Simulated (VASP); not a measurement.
Calculation: PBE GGA, VASP's PBE PAW potentials (set 64) (plane waves; VASP).

The input files of a VASP run:

**POSCAR**
```
Mg
1
    1.6371000000    -2.8355410000     0.0000000000
    1.6371000000     2.8355410000     0.0000000000
    0.0000000000     0.0000000000     5.3142000000
Mg
2
Direct
  0.3333330000   0.6666670000   0.2500000000
  0.6666670000   0.3333330000   0.7500000000
```

File KPOINTS:
```
Automatic mesh
0
Gamma
12 12 6
0 0 0
```

### INCAR
```
SYSTEM = Mg
PREC = Accurate
ENCUT = 400
EDIFF = 1E-3
NELM = 100
ALGO = Normal
LREAL = .FALSE.
LASPH = .TRUE.
ISMEAR = 1
SIGMA = 0.1
GGA = PE
LWAVE = .FALSE.
LCHARG = .FALSE.
ISIF = 2
```

POTCAR, in this order: Mg (PBE.64 set). Program: vasp_std.

Question: Estimate the energy per atom (σ→0), pressure, band gap (on the k-mesh).

Answer: 
```
Quantity                                                    Result
------------------------  ----------------------------------------
energy per atom (σ→0)                       -144.1 kJ/mol of atoms
band gap (on the k-mesh)  none (metal, semimetal or under 0.01 eV)
pressure                                                 -2.33 GPa
```

OSZICAR:
```
...
DAV:   2    -0.298277533842E+01   -0.21487E+01   -0.20729E+01  1218   0.243E+01
DAV:   3    -0.299959330738E+01   -0.16818E-01   -0.16328E-01  1278   0.275E+00
DAV:   4    -0.299966224106E+01   -0.68934E-04   -0.68890E-04  1290   0.144E-01
DAV:   5    -0.299966254350E+01   -0.30244E-06   -0.30261E-06  1110   0.690E-03    0.965E-01
DAV:   6    -0.299406715380E+01    0.55954E-02   -0.79864E-04   882   0.308E-01    0.619E-01
DAV:   7    -0.298654902721E+01    0.75181E-02   -0.32180E-03   996   0.555E-01    0.353E-02
DAV:   8    -0.298656076878E+01   -0.11742E-04   -0.16845E-05   600   0.347E-02
   1 F= -.29865608E+01 E0= -.29860000E+01  d E =-.168223E-02
```

The compound is Mg in the hcp structure. The cell was not relaxed at this level. The run is one of a series of settings (EDIFF = 1E-3 against the base run), some of them coarse on purpose.
